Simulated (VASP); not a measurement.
Computed with r2SCAN meta-GGA, VASP's PBE PAW potentials (set 64) (plane waves; VASP 6.6.1).

VASP input:

**KPOINTS_OPT**
```
k-points along high-symmetry lines
6
Line-mode
Reciprocal
  0.000000   0.000000   0.000000 ! GAMMA
  0.500000   0.000000   0.000000 ! M

  0.500000   0.000000   0.000000 ! M
  0.333333   0.333333   0.000000 ! K

  0.333333   0.333333   0.000000 ! K
  0.000000   0.000000   0.000000 ! GAMMA

  0.000000   0.000000   0.000000 ! GAMMA
  0.000000   0.000000   0.500000 ! A

  0.000000   0.000000   0.500000 ! A
  0.500000   0.000000   0.500000 ! L

  0.500000   0.000000   0.500000 ! L
  0.333333   0.333333   0.500000 ! H

  0.333333   0.333333   0.500000 ! H
  0.000000   0.000000   0.500000 ! A

  0.500000   0.000000   0.500000 ! L
  0.500000   0.000000   0.000000 ! M

  0.333333   0.333333   0.500000 ! H
  0.333333   0.333333   0.000000 ! K
```

### INCAR
```
ISIF = 2   ! forces and stress, cell fixed
ALGO = Normal
METAGGA = R2SCAN
NELM = 100   ! most electronic steps
LWAVE = .FALSE.
LREAL = .FALSE.   ! projection in real space or not
LMAXMIX = 4   ! l cut-off of mixed one-centre charges
EDIFF = 1E-7   ! SCF stop (eV)
LASPH = .TRUE.
NEDOS = 601   ! DOS grid
PREC = Accurate
ISMEAR = -5   ! tetrahedra, Bloechl
LMIXTAU = .TRUE.
LORBIT = 11
LCHARG = .FALSE.
SYSTEM = Ni2Ge
ENCUT = 400   ! plane-wave cut-off (eV)
```

File POSCAR:
```
Ni2Ge
1
    3.9766409340     0.0000000000    -0.0000000000
   -1.9883204670     3.4438725073     0.0000000000
    0.0000000000     0.0000000000     5.0285417968
Ni Ge
4 2
Direct
  0.6666670000   0.3333330000   0.2500000000
  0.3333330000   0.6666670000   0.7500000000
  0.0000000000   0.0000000000   0.0000000000
  0.0000000000   0.0000000000   0.5000000000
  0.6666670000   0.3333330000   0.7500000000
  0.3333330000   0.6666670000   0.2500000000
```

**KPOINTS**
```
K-points
0
gamma
  10 10 7
```

POTCAR, in this order: Ni Ge_d (PBE.64 set). Program: vasp_std.

What VASP printed:

File OUTCAR:
```
 ion  position               nearest neighbor table
   1  0.667  0.333  0.250-   6 2.30   6 2.30   6 2.30   5 2.51   5 2.51   3 2.62   4 2.62   3 2.62
                             4 2.62   3 2.62   4 2.62
   2  0.333  0.667  0.750-   5 2.30   5 2.30   5 2.30   6 2.51   6 2.51   3 2.62   4 2.62   4 2.62
                             3 2.62   4 2.62   3 2.62
   3  0.000  0.000  0.000-   4 2.51   4 2.51   1 2.62   5 2.62   6 2.62   2 2.62   1 2.62   5 2.62
                             2 2.62   6 2.62   1 2.62   5 2.62   2 2.62   6 2.62
   4  0.000  0.000  0.500-   3 2.51   3 2.51   1 2.62   5 2.62   6 2.62   2 2.62   1 2.62   5 2.62
                             2 2.62   6 2.62   1 2.62   5 2.62   2 2.62   6 2.62
   5  0.667  0.333  0.750-   2 2.30   2 2.30   2 2.30   1 2.51   1 2.51   3 2.62   4 2.62   3 2.62
                             4 2.62   3 2.62   4 2.62
   6  0.333  0.667  0.250-   1 2.30   1 2.30   1 2.30   2 2.51   2 2.51   3 2.62   4 2.62   4 2.62
                             3 2.62   4 2.62   3 2.62
  LATTYP: Found a hexagonal cell.
 ALAT       =     3.9766409340
 C/A-ratio  =     1.2645199504
 Subroutine PRICEL returns:
 Original cell was already a primitive cell.
 Subroutine GETGRP returns: Found 24 space group operations
The static configuration has the point symmetry D_3d.
 The point group associated with its full space group is D_6h.
The dynamic configuration has the point symmetry D_3d.
 Subroutine INISYM returns: Found 24 space group operations
 Subroutine IBZKPT returns following result:
 Found     56 irreducible k-points:
...
```

OSZICAR:
```
       N       E                     dE             d eps       ncg     rms          rms(c)
DAV:   1     0.528712246821E+03    0.52871E+03   -0.26097E+04  5152   0.369E+03
DAV:   2     0.682951127139E+01   -0.52188E+03   -0.50475E+03  4480   0.766E+02
DAV:   3    -0.841164990892E+02   -0.90946E+02   -0.89135E+02  4544   0.228E+02
DAV:   4    -0.882558968420E+02   -0.41394E+01   -0.41195E+01  5272   0.575E+01
DAV:   5    -0.883513914613E+02   -0.95495E-01   -0.95486E-01  5448   0.827E+00    0.204E+01
DAV:   6    -0.830650943408E+02    0.52863E+01   -0.76042E+01  4720   0.101E+02    0.222E+01
DAV:   7    -0.770452093862E+02    0.60199E+01   -0.18181E+01  4992   0.764E+01    0.918E+00
DAV:   8    -0.774254104857E+02   -0.38020E+00   -0.70517E+00  5600   0.517E+01    0.821E+00
DAV:   9    -0.769342946282E+02    0.49112E+00   -0.21634E+00  5512   0.311E+01    0.230E+00
DAV:  10    -0.770282251858E+02   -0.93931E-01   -0.42899E-01  4816   0.727E+00    0.130E+00
DAV:  11    -0.770076887755E+02    0.20536E-01   -0.73075E-02  5984   0.285E+00    0.361E-01
DAV:  12    -0.770042885838E+02    0.34002E-02   -0.28063E-02  4952   0.131E+00    0.165E-01
DAV:  13    -0.770147370678E+02   -0.10448E-01   -0.81131E-03  4936   0.781E-01    0.730E-02
DAV:  14    -0.770147767308E+02   -0.39663E-04   -0.58937E-04  5216   0.232E-01    0.289E-02
DAV:  15    -0.770147048527E+02    0.71878E-04   -0.12118E-04  4736   0.873E-02    0.133E-02
DAV:  16    -0.770147685777E+02   -0.63725E-04   -0.38958E-05  4632   0.465E-02    0.110E-02
DAV:  17    -0.770147556685E+02    0.12909E-04   -0.42367E-06  5232   0.230E-02    0.350E-03
DAV:  18    -0.770147695913E+02   -0.13923E-04   -0.83454E-07  4320   0.779E-03    0.158E-03
DAV:  19    -0.770147609516E+02    0.86397E-05   -0.48760E-07  4224   0.699E-03    0.411E-04
DAV:  20    -0.770147654813E+02   -0.45297E-05   -0.84527E-08  2688   0.272E-03    0.281E-04
DAV:  21    -0.770147640578E+02    0.14235E-05   -0.14851E-08  2400   0.129E-03    0.202E-04
DAV:  22    -0.770147640850E+02   -0.27145E-07   -0.45782E-09  2384   0.809E-04
   1 F= -.77014764E+02 E0= -.77014764E+02  d E =0.000000E+00
       N       E                     dE             ncg
```

**OUTCAR**
```
------------------------ aborting loop because EDIFF is reached ----------------------------------------
  FORCE on cell =-STRESS in cart. coord.  units (eV):
  Direction    XX          YY          ZZ          XY          YZ          ZX
  --------------------------------------------------------------------------------------
  Total       -0.0287300     -0.0287300     -0.0686561     -0.0000000      0.0000000      0.0000000
  in kB       -0.6684072     -0.6684074     -1.5972920     -0.0000000      0.0000000      0.0000000
  external PRESSURE =      -0.9780355 kB  Pullay stress =       0.0000000 kB
  volume of cell :       68.87
      direct lattice vectors                 reciprocal lattice vectors
     3.976640934  0.000000000  0.000000000     0.251468517  0.145185398  0.000000000
    -1.988320467  3.443872507  0.000000000     0.000000000  0.290370796  0.000000000
     0.000000000  0.000000000  5.028541797     0.000000000  0.000000000  0.198864808
 POSITION                                       TOTAL-FORCE (eV/Angst)
 -----------------------------------------------------------------------------------
      1.98832      1.14796      1.25714         0.000000      0.000000      0.000000
     -0.00000      2.29592      3.77141        -0.000000     -0.000000      0.000000
      0.00000      0.00000      0.00000        -0.000000      0.000000      0.000000
      0.00000      0.00000      2.51427        -0.000000      0.000000      0.000000
      1.98832      1.14796      3.77141        -0.000000      0.000000      0.000000
     -0.00000      2.29592      1.25714         0.000000      0.000000      0.000000
 -----------------------------------------------------------------------------------
    total drift:                                0.000044      0.000145      0.000022
  FREE ENERGIE OF THE ION-ELECTRON SYSTEM (eV)
  ---------------------------------------------------
  free  energy   TOTEN  =       -77.0147640850 eV

  energy  without entropy=      -77.0147640850  energy(sigma->0) =      -77.01476408

 total charge

# of ion       s       p       d       tot
------------------------------------------
    1        0.491   0.574   8.532   9.597
    2        0.491   0.574   8.532   9.597
    3        0.412   0.495   8.459   9.367
    4        0.412   0.495   8.459   9.367
    5        1.064   1.302  10.131  12.496
    6        1.064   1.302  10.131  12.496
--------------------------------------------------
tot          3.934   4.741  54.245  62.920
```
(Selected blocks of OUTCAR.)

OUTCAR:
```
 val. band max:       10.2499312904   @ k =   0.3000  -0.0000   0.2857

 cond. band min:      10.2021908036   @ k =   0.1000   0.1000   0.0000


 Fermi energy:        10.2095285996

 k-point     1 :       0.0000    0.0000    0.0000
  band No.  band energies     occupation
      1     -15.3847      2.00000
      2     -15.3747      2.00000
      3     -15.3532      2.00000
      4     -15.3532      2.00000
      5     -15.3175      2.00000
      6     -15.3175      2.00000
      7     -15.3169      2.00000
      8     -15.3169      2.00000
      9     -15.3166      2.00000
     10     -15.3166      2.00000
     11      -3.3376      2.00000
     12       0.9664      2.00000
     13       3.6281      2.00000
     14       5.1475      2.00000
     15       5.1476      2.00000
     16       6.3283      2.00000
     17       6.3284      2.00000
     18       6.6183      2.00000
     19       6.7522      2.00000
     20       6.7522      2.00000
     21       7.1915      2.00000
     22       7.1916      2.00000
     23       8.2285      2.00000
     24       8.2285      2.00000
     25       8.4920      2.00000
     26       8.9231      2.00000
     27       8.9232      2.00000
     28       8.9449      2.00000
     29       8.9450      2.00000
     30       9.1782      2.00000
     31       9.5964      2.00000
     32       9.5965      2.00000
     33      10.3153      0.00000
     34      12.6969      0.00000
     35      13.0165      0.00000
     36      13.0165      0.00000
     37      13.2237      0.00000
     38      13.2238      0.00000
     39      13.6111      0.00000
     40      14.9971      0.00000

 k-point     2 :       0.1000    0.0000    0.0000
  band No.  band energies     occupation
      1     -15.3840      2.00000
      2     -15.3744      2.00000
      3     -15.3537      2.00000
      4     -15.3528      2.00000
      5     -15.3186      2.00000
      6     -15.3182      2.00000
      7     -15.3174      2.00000
      8     -15.3171      2.00000
...
```

For a metal the tetrahedron method with Blöchl corrections gives inexact stress and forces.

The structure comes from a computed database's Ni2Ge entry (P6_3/mmc); how it stands against other phases isn't given here. It was relaxed first. The run is not spin-polarised, so no magnetic state was tried.
